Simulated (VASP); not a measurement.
Energy against volume of Rb (bcc). Computed with SCAN meta-GGA, VASP's PBE PAW potentials (set 64) (plane waves; VASP 6.6.1). Numerical set-up: 520 eV cut-off, 9×9×9 Γ-centred mesh, first-order Methfessel-Paxton smearing of 0.10 eV, potentials Rb_sv.

| V (Å³/atom) | E (eV/atom) |
|---|---|
| 90.395 | -20.73384 |
| 93.190 | -20.73456 |
| 95.986 | -20.73391 |
| 98.782 | -20.73203 |

Task: Fit these four points and predict the energy of the run at 87.599 Å³/atom.

Result: A cubic in V^(−2/3), the third-order Birch-Murnaghan form, passes through the four points with V0 = 93.21 Å³/atom and B0 = 3 GPa, and gives -20.7316 eV/atom there. The run gave -20.7314 eV/atom, +0.1 meV/atom from the fit; all five points give B0 = 3 GPa.

The compound is Rb in the bcc structure. It was relaxed first.
